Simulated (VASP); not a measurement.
```xyz
4
Lattice="1.8563 -4.9084 0.0000 1.8563 4.9084 0.0000 0.0000 0.0000 3.7162" Properties=species:S:1:pos:R:3 pbc="T T T"
Zr     1.8563    -1.4229     0.9290
Zr     1.8563     1.4229     2.7871
Si     1.8563    -4.1356     0.9290
Si     1.8563     4.1356     2.7871
```

Method: LDA (Ceperley-Alder, Perdew-Zunger), VASP's LDA PAW potentials (set 64) (plane waves; VASP 6.6.1). Run with 400 eV cut-off, Gaussian smearing of 0.050 eV, potentials Zr_sv Si.

Give the energies of bands 10 to 19 at the high-symmetry points, in eV from the Fermi level.

```csv
band,Γ,Y,C0,Z,A0,T,S,R
10,-7.03,-7.71,-5.77,-8.94,-8.60,-8.58,-6.11,-8.67
11,-3.40,-3.29,-5.47,-3.90,-4.38,-4.81,-4.71,-4.03
12,-2.74,-2.93,-3.68,-3.90,-4.38,-4.81,-3.94,-4.03
13,-2.60,-2.44,-3.35,-2.71,-2.86,-2.01,-3.63,-3.17
14,-2.48,-2.17,-2.51,-2.71,-2.86,-2.01,-2.65,-3.17
15,-0.86,-1.91,-1.14,-2.04,-1.35,-1.34,-1.41,-1.37
16,0.46,0.39,-0.51,-2.04,-1.35,-1.34,-0.50,-1.37
17,0.47,1.11,0.16,2.73,1.78,0.57,0.51,2.53
18,1.12,1.25,0.76,2.73,1.78,0.57,0.96,2.53
19,1.46,1.41,1.55,2.93,3.34,1.47,2.33,3.42
```

It has no gap at this level: it comes out as a metal or semimetal.

The structure comes from a computed database's ZrSi entry (Cmcm); how it stands against other phases isn't given here. It was relaxed first.
